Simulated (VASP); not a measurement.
These are r2SCAN meta-GGA, VASP's PBE PAW potentials (set 64) (plane waves; VASP) values and carry that method's errors.

VASP ran on this input.

**KPOINTS**
```
Automatic mesh
0
Gamma
8 8 8
0 0 0
```

POSCAR:
```
CrGe2
1
   -0.0000000000     2.9387188362     2.9387188362
    2.9387188362     0.0000000000     2.9387188362
    2.9387188362     2.9387188362     0.0000000000
Cr Ge
1 2
Direct
  0.0000000000   1.0000000000   0.0000000000
  0.2500000000   0.2500000000   0.2500000000
  0.7500000000   0.7500000000   0.7500000000
```

**INCAR**
```
SYSTEM=CrGe2
PREC=Accurate; ENCUT=400; LREAL=.FALSE.
LASPH=.TRUE.
EDIFF=1E-6; NELM=100; ALGO=Normal
LMAXMIX=4; LMIXTAU=.TRUE.
ISMEAR=1; SIGMA=0.1
METAGGA=R2SCAN
MAGMOM=3.0 0.0 0.0
ISPIN=2
IBRION=2; NSW=60; ISIF=3
EDIFFG=-0.02
LWAVE=.FALSE.; LCHARG=.FALSE.; LORBIT=10
```

POTCAR, in this order: Cr_pv Ge_d (PBE.64 set). Program: vasp_std.

Energy and stress use the plane-wave basis of the starting cell. The moments were started parallel, and other spin orders were not tried in this run.

What does the run give for the energy per atom (σ→0), cell moment, volume per atom, band gap (on the k-mesh)?

```yaml
energy per atom (σ→0): -14.090 eV/atom
cell_moment: 3.47 μB
band gap (on the k-mesh): none (metal, semimetal or under 0.01 eV)
volume_per_atom: 17.87 Å^3/atom
```

**OSZICAR**
```
...
DAV:   3    -0.423044311395E+02    0.11712E+00   -0.65566E-01  3432   0.672E+00    0.141E+00
DAV:   4    -0.422758085499E+02    0.28623E-01   -0.71840E-02  3630   0.255E+00    0.901E-01
DAV:   5    -0.422710554706E+02    0.47531E-02   -0.93676E-03  3528   0.757E-01    0.360E-01
DAV:   6    -0.422704288106E+02    0.62666E-03   -0.19410E-03  4006   0.614E-01    0.243E-01
DAV:   7    -0.422702103537E+02    0.21846E-03   -0.18746E-04  3824   0.192E-01    0.111E-01
DAV:   8    -0.422701908855E+02    0.19468E-04   -0.55035E-05  4206   0.692E-02    0.339E-02
DAV:   9    -0.422701898872E+02    0.99827E-06   -0.90875E-06  2932   0.272E-02
   3 F= -.42270190E+02 E0= -.42270314E+02  d E =-.466822E-01  mag=     3.4696
```

The structure was generated: CrGe2 was put into the fluorite type (Fm-3m), which need not be its known phase. This run relaxes it. Symmetry was kept, so distortions that lower it aren't found. The start is the result of an earlier pass.
